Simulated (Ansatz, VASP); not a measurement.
Sr3SbP: VASP beside Ansatz

```
CELL_PARAMETERS angstrom
5.74000 0.00000 0.00000
0.00000 5.74000 0.00000
0.00000 0.00000 5.74000
ATOMIC_POSITIONS crystal
Sr 0.00000 0.50000 0.50000
Sr 0.50000 0.00000 0.50000
Sr 0.50000 0.50000 0.00000
Sb 0.00000 0.00000 0.00000
P 0.50000 0.50000 0.50000
```

The cell comes from a database or a generator and needn't be the stable form of this composition.

Alike in both runs: task single point; functional LDA; k mesh 8 × 8 × 8; occupations gaussian, width 0.03 eV; no spin polarisation.

```csv
,VASP,Ansatz
version,VASP 6.6.1,Ansatz 0.2.0
potentials or method,"VASP PAW LDA potentials, release 64 (Sr_sv, Sb, P)","scalar-relativistic, plane waves, PAW"
plane-wave cutoff (eV),520,420
valence electrons in the cell,40,50
```

Ansatz gave:

```
gap on the k mesh at the Fermi level (eV) : 0.17
least direct gap on the mesh (eV)         : 0.17
pressure (GPa)                            : -2.4
```

Q: Estimate VASP's values.

A: gap on the k mesh at the Fermi level (eV): 0.17; least direct gap on the mesh (eV): 0.17; pressure (GPa): -2.3.

The two sets of potentials don't hold the same shells in valence.

Caveats: spin-orbit coupling is left out, which moves the levels of the heavy elements. Expect the measured gap to be larger: semilocal functionals such as LDA lack the derivative discontinuity. A k mesh can miss the band edges.
